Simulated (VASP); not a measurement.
# ZnPb with AM05: from relaxation to properties, part 2 of 4

What structure does ZnPb take at this level, and what are its properties? The cell is invented: it takes the structure of a Materials Project entry for MgCd (space group 166 there), with all of its atoms replaced by other elements, volume scaled by an estimate. It may not be a known or stable phase.

VASP 6.6.1, plane waves and PAW; the level of theory is named at each step.

Still holding for the runs below: The k-mesh is coarse for a metal.

So far. Step 2 (Full relaxation (AM05)): It ends with forces that vanish by symmetry and a pressure of 0.02 GPa. The relaxed cell has a = 3.476, c = 13.321 Å (conventional setting).

**3. Second relaxation**

Level of this step: AM05; plane waves and PAW (Pb_d, Zn); invented cell (VASP).

The basis stayed that of the start cell while the cell moved. A rerun from the cell reached resets it; the error of the finite cutoff stays.

Input file INCAR:

```
SYSTEM = ZnPb
PREC = Accurate
ENCUT = 400
EDIFF = 1E-06
NELM = 100
ISMEAR = 1
SIGMA = 0.2
LREAL = .FALSE.
ALGO = Normal
GGA = AM
LORBIT = 11
LWAVE = .FALSE.
LCHARG = .FALSE.
IBRION = 2
NSW = 60
ISIF = 3
EDIFFG = -0.01
```

Input file POSCAR:

```
ZnPb
1.0
    1.7380827909      1.0034822552      4.4403882906
   -1.7380827909      1.0034822552      4.4403882906
    0.0000000000     -2.0069645103      4.4403882906
Pb Zn
1 1
Direct
    0.0000000000      0.0000000000      0.0000000000
    0.5000000000      0.5000000000      0.5000000000
```

Input file KPOINTS:

```
Automatic mesh
0
Gamma
8 8 8
0 0 0
```

PAW data sets: Pb_d and Zn (PBE family, release 64).

Launch:

```bash
$ mpirun -np 1 vasp_std
```

The program printed:

```text
[banner, memory and clock lines left out]
running    1 mpi-ranks, on    1 nodes
 distrk:  each k-point on    1 cores,    1 groups
 distr:  one band on    1 cores,    1 groups

 POSCAR found type information on POSCAR PbZn
 POSCAR found :  2 types and       2 ions
 [... a notice as in an earlier step ...]

 LDA part: xc-table for (Slater+PW92), standard interpolation
 POSCAR, INCAR and KPOINTS ok, starting setup
 FFT: planning ... GRIDC
 FFT: planning ... GRID_SOFT
 FFT: planning ... GRID
 WAVECAR not read
 entering main loop
       N       E                     dE             d eps       ncg     rms          rms(c)
DAV:   1     0.171853194214E+03    0.17185E+03   -0.11566E+04  2210   0.169E+03
DAV:   2     0.425185661991E+01   -0.16760E+03   -0.16559E+03  2220   0.360E+02
DAV:   3    -0.461493921886E+01   -0.88668E+01   -0.88258E+01  2763   0.986E+01
DAV:   4    -0.476141772266E+01   -0.14648E+00   -0.14645E+00  2570   0.135E+01
DAV:   5    -0.476693931407E+01   -0.55216E-02   -0.55214E-02  2921   0.242E+00    0.199E+00
DAV:   6    -0.464837001616E+01    0.11857E+00   -0.66058E-01  2455   0.139E+01    0.165E+00
DAV:   7    -0.464038052028E+01    0.79895E-02   -0.46639E-02  2459   0.315E+00    0.764E-01
DAV:   8    -0.463708935779E+01    0.32912E-02   -0.66558E-03  2851   0.117E+00    0.112E-01
DAV:   9    -0.463700677612E+01    0.82582E-04   -0.74119E-04  3144   0.430E-01    0.276E-02
DAV:  10    -0.463700034082E+01    0.64353E-05   -0.12603E-04  2464   0.143E-01    0.114E-02
DAV:  11    -0.463699975123E+01    0.58959E-06   -0.16632E-05  3283   0.570E-02    0.351E-03
DAV:  12    -0.463699989521E+01   -0.14398E-06   -0.16509E-06  1754   0.164E-02
   1 F= -.46369999E+01 E0= -.46377165E+01  d E =-.463700E+01
 curvature:   0.00 expect dE= 0.000E+00 dE for cont linesearch  0.000E+00
 trial: gam= 0.00000 g(F)=  0.149E-58 g(S)=  0.500E-03 ort = 0.000E+00 (trialstep = 0.100E+01)
 search vector abs. value=  0.500E-03
 bond charge predicted
       N       E                     dE             d eps       ncg     rms          rms(c)
DAV:   1    -0.464715268690E+01   -0.10153E-01   -0.22869E-01  2342   0.889E+00    0.627E-01
DAV:   2    -0.463859845448E+01    0.85542E-02   -0.30571E-02  2339   0.357E+00    0.225E-01
DAV:   3    -0.463742455056E+01    0.11739E-02   -0.23746E-03  3055   0.844E-01    0.917E-02
DAV:   4    -0.463724663876E+01    0.17791E-03   -0.25480E-04  3482   0.251E-01    0.348E-02
DAV:   5    -0.463721946334E+01    0.27175E-04   -0.48775E-05  3126   0.109E-01    0.402E-03
DAV:   6    -0.463721993831E+01   -0.47496E-06   -0.88519E-06  2543   0.388E-02
   2 F= -.46372199E+01 E0= -.46379242E+01  d E =-.220043E-03
[...]
3 F= -.46372038E+01 E0= -.46379025E+01  d E =-.203872E-03
[...]
4 F= -.46372146E+01 E0= -.46379159E+01  d E =-.214702E-03
[...]
5 F= -.46372186E+01 E0= -.46379215E+01  d E =-.218711E-03
[...]
6 F= -.46372196E+01 E0= -.46379231E+01  d E =-.219736E-03
[...]
7 F= -.46372679E+01 E0= -.46379474E+01  d E =-.482351E-04
 trial-energy change:   -0.000048  1 .order   -0.000047   -0.000057   -0.000037
 step:   2.8468(harm=  2.8468)  dis= 0.00000  next Energy=    -4.637300 (dE=-0.799E-04)
 bond charge predicted
       N       E                     dE             d eps       ncg     rms          rms(c)
DAV:   1    -0.463832139530E+01   -0.10531E-02   -0.34816E-02  2643   0.197E+00    0.192E-01
DAV:   2    -0.463760658348E+01    0.71481E-03   -0.14340E-03  2529   0.679E-01    0.109E-01
DAV:   3    -0.463728940910E+01    0.31717E-03   -0.52830E-04  2956   0.362E-01    0.244E-02
DAV:   4    -0.463728134454E+01    0.80646E-05   -0.77509E-05  2997   0.102E-01    0.850E-03
DAV:   5    -0.463728012709E+01    0.12174E-05   -0.94566E-06  2801   0.409E-02    0.268E-03
DAV:   6    -0.463728006924E+01    0.57853E-07   -0.85111E-07  1223   0.149E-02
   8 F= -.46372801E+01 E0= -.46379061E+01  d E =-.604379E-04
 curvature:  -1.57 expect dE=-0.165E-04 dE for cont linesearch -0.104E-04
 trial: gam= 0.00000 g(F)=  0.257E-58 g(S)=  0.105E-04 ort =-0.203E-04 (trialstep = 0.138E+01)
 search vector abs. value=  0.105E-04
 reached required accuracy - stopping structural energy minimisation
```

The job ended after 4.7 min (1 MPI rank of AMD EPYC 7R43, shared host; peak memory 0.18 GiB).

OUTCAR, selected parts (step 3):

```text
  LATTYP: Found a trigonal (rhomboedric) cell.
 ALAT       =     4.8728797026
 COS(alpha) =     0.7455517111

The static configuration has the point symmetry D_3d.

 Found     65 irreducible k-points:

   dimension x,y,z NGX =    32 NGY =   32 NGZ =   32
   dimension x,y,z NGXF=    64 NGYF=   64 NGZF=   64

   ENCUT  =  400.0 eV  29.40 Ry    5.42 a.u.   7.95  7.95  7.95*2*pi/ulx,y,z

   NELECT =      26.0000    total number of electrons

 E-fermi :   5.5566

 k-point     1 :       0.0000    0.0000    0.0000
  band No.  band energies     occupation
    ...
      9      -1.7212      2.00000
     10      -1.6591      2.00000
     11      -1.6591      2.00000
     12       3.2265      2.00000
     13       4.0012      2.00000
     14      11.2670      0.00000
     15      11.2670      0.00000
     16      14.7679      0.00000
     17      14.9232      0.00000

 k-point     2 :       0.1250    0.0000    0.0000
  band No.  band energies     occupation
    ...
      9      -1.7003      2.00000
     10      -1.6951      2.00000
     11      -1.6698      2.00000
     12       3.1263      2.00000
     13       4.5931      2.00000
     14       9.1083     -0.00000
     15      10.8113      0.00000
     16      13.1266      0.00000
     17      13.8734      0.00000

  Total       -0.0130971     -0.0130971      0.0096376     -0.0000000      0.0000000      0.0000000
  in kB       -0.4495880     -0.4495878      0.3308324     -0.0000000      0.0000000      0.0000000
  external PRESSURE =      -0.1894478 kB  Pullay stress =       0.0000000 kB

  energy-cutoff  :      400.00
  volume of cell :       46.67
      direct lattice vectors                 reciprocal lattice vectors
     1.744306573  1.007075554  4.428274091     0.286646859  0.165495693  0.075273871
    -1.744306573  1.007075554  4.428274091    -0.286646859  0.165495693  0.075273871
    -0.000000000 -2.014151108  4.428274091     0.000000000 -0.330991386  0.075273871

 POSITION                                       TOTAL-FORCE (eV/Angst)
 -----------------------------------------------------------------------------------
     -0.00000     -2.01415      4.42827         0.000000      0.000000     -0.000000
     -0.00000      0.00000      6.64241        -0.000000     -0.000000      0.000000
 -----------------------------------------------------------------------------------
    total drift:                               -0.000000      0.000000      0.000000

  FREE ENERGIE OF THE ION-ELECTRON SYSTEM (eV)
  ---------------------------------------------------
  free  energy   TOTEN  =        -4.6372800692 eV

  energy  without entropy=       -4.6391582184  energy(sigma->0) =       -4.63790612

 total charge
# of ion       s       p       d       tot
------------------------------------------
    1        1.362   0.828   9.816  12.006
    2        0.652   0.284   9.730  10.666
--------------------------------------------------
tot          2.014   1.112  19.546  22.672

[... 3 parts as in an earlier step ...]

[... 7 further parts left out ...]
```

The steps of the relaxation:

| step | energy less that of the first step (eV) | largest force (eV/Å) | pressure (GPa) | volume (Å³) |
| --- | --- | --- | --- | --- |
| 1 | 0.0000 | 0.0000 | 0.25 | 46.47 |
| 2 | -0.0002 | 0.0000 | 0.02 | 46.71 |
| 3 | -0.0002 | 0.0000 | -0.10 | 46.78 |
| 4 | -0.0002 | 0.0000 | -0.09 | 46.75 |
| 5 | -0.0002 | 0.0000 | -0.08 | 46.73 |
| 6 | -0.0002 | 0.0000 | -0.04 | 46.72 |
| 7 | -0.0003 | 0.0000 | -0.04 | 46.71 |
| 8 | -0.0003 | 0.0000 | -0.02 | 46.67 |

| conventional cell, symmetrised | before | after | change |
| --- | --- | --- | --- |
| a (Å) | 3.476 | 3.489 | +0.4 % |
| b (Å) | 3.476 | 3.489 | +0.4 % |
| c (Å) | 13.321 | 13.285 | -0.3 % |
| volume (Å³/atom) | 23.23 | 23.34 | +0.4 % |

The relaxed structure:

```xyz
2
Lattice="1.7443 1.0071 4.4283 -1.7443 1.0071 4.4283 0.0000 -2.0142 4.4283" Properties=species:S:1:pos:R:3 pbc="T T T"
Pb    0.0000    0.0000    0.0000
Zn    0.0000    0.0000    6.6424
```

This step gave:

- free energy (TOTEN): -4.637 eV
- energy at zero smearing: -4.638 eV
- Fermi energy: 5.557 eV
- pressure: -0.01894 GPa
- SCF cycles over all ionic steps: 49

It ends with forces that vanish by symmetry and a pressure of -0.02 GPa.

**4. Single point with fields (AM05)**

The relaxed cell gets a fresh self-consistent run, on a basis set for its own volume, to fix the density and to check the remaining stress.

Changes to INCAR since step 3:

```diff
@@ -12,6 +12,5 @@
 LWAVE = .FALSE.
-LCHARG = .FALSE.
-IBRION = 2
-NSW = 60
-ISIF = 3
-EDIFFG = -0.01
+LCHARG = .TRUE.
+ISIF = 2
+LELF = .TRUE.
+LVHAR = .TRUE.
```

Input file POSCAR:

```
ZnPb
1.0
    1.7443065733      1.0070755543      4.4282740905
   -1.7443065733      1.0070755543      4.4282740905
    0.0000000000     -2.0141511084      4.4282740905
Pb Zn
1 1
Direct
    0.0000000000      0.0000000000      0.0000000000
    0.5000000000      0.5000000000      0.5000000000
```

KPOINTS is that of step 3.

Launch:

```bash
$ mpirun -np 1 vasp_std
```

The program printed:

```text
[... set-up lines as in an earlier step ...]
 entering main loop
       N       E                     dE             d eps       ncg     rms          rms(c)
DAV:   1     0.169803220846E+03    0.16980E+03   -0.11626E+04  2226   0.171E+03
DAV:   2     0.403320016320E+01   -0.16577E+03   -0.16410E+03  2211   0.357E+02
DAV:   3    -0.461382998393E+01   -0.86470E+01   -0.86115E+01  2795   0.973E+01
DAV:   4    -0.476031088988E+01   -0.14648E+00   -0.14643E+00  2559   0.133E+01
DAV:   5    -0.476609951809E+01   -0.57886E-02   -0.57884E-02  2908   0.243E+00    0.198E+00
DAV:   6    -0.464879303521E+01    0.11731E+00   -0.65538E-01  2431   0.139E+01    0.164E+00
DAV:   7    -0.464098383997E+01    0.78092E-02   -0.46436E-02  2455   0.314E+00    0.759E-01
DAV:   8    -0.463775305593E+01    0.32308E-02   -0.65869E-03  2795   0.116E+00    0.111E-01
DAV:   9    -0.463767290123E+01    0.80155E-04   -0.74902E-04  3166   0.432E-01    0.277E-02
DAV:  10    -0.463766690151E+01    0.59997E-05   -0.12792E-04  2494   0.143E-01    0.114E-02
DAV:  11    -0.463766621969E+01    0.68182E-06   -0.17113E-05  3295   0.582E-02    0.352E-03
DAV:  12    -0.463766636664E+01   -0.14695E-06   -0.17203E-06  1772   0.170E-02
   1 F= -.46376664E+01 E0= -.46382928E+01  d E =0.187939E-02
```

Wall time 70 s (1 MPI rank); peak memory 0.15 GiB.

Parts of OUTCAR (step 4):

```text
  LATTYP: Found a trigonal (rhomboedric) cell.
 ALAT       =     4.8648142836
 COS(alpha) =     0.7428757136

The static configuration has the point symmetry D_3d.

 Found     65 irreducible k-points:

   ENCUT  =  400.0 eV  29.40 Ry    5.42 a.u.   7.93  7.93  7.93*2*pi/ulx,y,z

   NELECT =      26.0000    total number of electrons

 E-fermi :   5.5565

 k-point     1 :       0.0000    0.0000    0.0000
  band No.  band energies     occupation
    ...
      9      -1.7218      2.00000
     10      -1.6597      2.00000
     11      -1.6597      2.00000
     12       3.2264      2.00000
     13       4.0012      2.00000
     14      11.2670      0.00000
     15      11.2670      0.00000
     16      14.7680      0.00000
     17      14.9233      0.00000

 k-point     2 :       0.1250    0.0000    0.0000
  band No.  band energies     occupation
    ...
      9      -1.7008      2.00000
     10      -1.6956      2.00000
     11      -1.6703      2.00000
     12       3.1263      2.00000
     13       4.5930      2.00000
     14       9.1083     -0.00000
     15      10.8113      0.00000
     16      13.1266      0.00000
     17      13.8736      0.00000

  Total        0.0103517      0.0103517      0.0262583      0.0000000      0.0000000      0.0000000
  in kB        0.3553448      0.3553446      0.9013787      0.0000000      0.0000000      0.0000000
  external PRESSURE =       0.5373561 kB  Pullay stress =       0.0000000 kB

  energy-cutoff  :      400.00
  volume of cell :       46.67
      direct lattice vectors                 reciprocal lattice vectors
     1.744306573  1.007075554  4.428274091     0.286646859  0.165495693  0.075273871
    -1.744306573  1.007075554  4.428274091    -0.286646859  0.165495693  0.075273871
     0.000000000 -2.014151108  4.428274091     0.000000000 -0.330991386  0.075273871

 POSITION                                       TOTAL-FORCE (eV/Angst)
 -----------------------------------------------------------------------------------
      0.00000      0.00000      0.00000         0.000000      0.000000     -0.000000
      0.00000      0.00000      6.64241        -0.000000      0.000000      0.000000
 -----------------------------------------------------------------------------------
    total drift:                               -0.000000      0.000000      0.000000

  FREE ENERGIE OF THE ION-ELECTRON SYSTEM (eV)
  ---------------------------------------------------
  free  energy   TOTEN  =        -4.6376663666 eV

  energy  without entropy=       -4.6395457533  energy(sigma->0) =       -4.63829283

[... 5 parts as in an earlier step ...]

[... 6 further parts left out ...]
```

Numbers from this step:

```
SCF cycles          : 12
free energy (TOTEN) : -4.638 eV
Fermi energy        : 5.556 eV
pressure            : 0.05374 GPa
```

Valence electrons inside each PAW sphere by angular momentum. Sphere charges, by row:

| atom | s (e) | p (e) | d (e) | tot (e) |
| --- | --- | --- | --- | --- |
| Pb1 | 1.362 | 0.828 | 9.816 | 12.01 |
| Zn2 | 0.652 | 0.284 | 9.73 | 10.67 |

ELF in the ac plane of the cell as run, not the conventional one, at fractional y = 0.000, with atoms of Pb within 0.2 Å of it. It is the smooth field of the valence electrons, not physical close to the nuclei.

Ten even steps from '0' (0.12) to '9' (0.49), each cell a mean:
```
20496421125782
41288532123579
98789642222346
68999642222224
34566432222212
12344321122211
11222211233321
21122212345543
42222223468875
64322223479999
97532122479635
28753112359600
72875211247933
```
Columns run along a (4.9 Å), rows up along c (4.9 Å). Atoms in or near the plane, at fractional coordinates: Pb at (0.00, 0.00).

Valence density in the ac plane of the cell as run, not the conventional one, at fractional y = 0.000, with atoms of Pb within 0.2 Å of it. It is the smooth field of the valence electrons, not physical close to the nuclei.

Values in e/Å³, 13 rows by 14 columns, each cell a mean:
```
6.9 6.3 3.5 1.1 0.3 0.1 0.1 0.1 0.1 0.1 0.2 0.4 1.5 4.1
3.4 4.7 3.9 1.9 0.6 0.2 0.1 0.1 0.1 0.1 0.1 0.2 0.4 1.3
0.9 1.9 2.4 1.8 0.8 0.3 0.1 0.1 0.1 0.1 0.1 0.1 0.2 0.3
0.2 0.5 0.8 0.9 0.6 0.3 0.2 0.1 0.1 0.1 0.1 0.1 0.1 0.1
0.1 0.2 0.3 0.3 0.3 0.2 0.2 0.1 0.1 0.1 0.1 0.1 0.1 0.1
0.1 0.1 0.1 0.1 0.2 0.2 0.1 0.1 0.1 0.1 0.1 0.1 0.1 0.1
0.1 0.1 0.1 0.1 0.1 0.1 0.1 0.1 0.1 0.1 0.1 0.1 0.1 0.1
0.1 0.1 0.1 0.1 0.1 0.1 0.1 0.1 0.2 0.2 0.2 0.2 0.1 0.1
0.1 0.1 0.1 0.1 0.1 0.1 0.1 0.1 0.2 0.4 0.5 0.5 0.4 0.2
0.3 0.2 0.1 0.1 0.1 0.1 0.1 0.1 0.2 0.4 1.0 1.5 1.4 0.8
1.2 0.4 0.2 0.1 0.1 0.1 0.1 0.1 0.2 0.4 1.2 2.7 3.5 2.8
4.0 1.6 0.5 0.2 0.1 0.1 0.1 0.1 0.1 0.2 0.8 2.5 5.0 6.1
7.4 4.4 1.6 0.4 0.2 0.1 0.1 0.1 0.1 0.1 0.3 1.3 3.8 7.0
```
Columns run along a (4.9 Å), rows up along c (4.9 Å). Atoms in or near the plane, at fractional coordinates: Pb at (0.00, 0.00).

Electrostatic potential energy in the ac plane of the cell as run, not the conventional one, at fractional y = 0.000, with atoms of Pb within 0.2 Å of it. With pseudopotentials it is smooth inside the atoms' cores, unlike the true potential.

Ten even steps from '_' (-87 eV) to '@' (2 eV), each cell a mean:
```
____::**@@@@@@@@@@@@@@%%++..
::__..==%%@@@@@@@@@@@@@@%%**
##==--==##@@@@@@@@@@@@@@@@@@
@@%%####%%@@@@@@@@@@@@@@@@@@
@@@@@@@@@@@@@@@@@@@@@@@@@@@@
@@@@@@@@@@@@@@@@@@@@@@@@@@@@
@@@@@@@@@@@@@@@@@@@@@@@@@@@@
@@@@@@@@@@@@@@@@@@@@@@@@@@@@
@@@@@@@@@@@@@@@@@@@@%%%%@@@@
@@@@@@@@@@@@@@@@@@%%**++++##
**%%@@@@@@@@@@@@@@@@**--..--
..++%%@@@@@@@@@@@@@@##--____
__..++%%@@@@@@@@@@@@@@**..__
```
Columns run along a (4.9 Å; values clipped at the 3rd and 97th percentile), rows up along c (4.9 Å). Atoms in or near the plane, at fractional coordinates: Pb at (0.00, 0.00).

In this run the pressure is 0.05 GPa, small enough to go on; single stress components reach 0.09 GPa.

(Part 2 of 4 ends here.)

[Lines on the potential files, build, host, timing and source positions are cut from VASP's logs without a mark.]

[Logs are printed without paths, hosts, clocks, repeated set-up lines and the standing remarks that a program may print on its own settings, such as how far it seeks lower states.]

[Hosts, paths, dates, database ids (printed as entryN), source tags and the programs' standing remarks are cut or masked in the printed files.]

[A measured line is paired with the nearest computed mode of its activity, which favours agreement.]

[In band tables of VASP the shares of atoms and orbitals are scaled to a sum of 1 inside the atoms' spheres.]
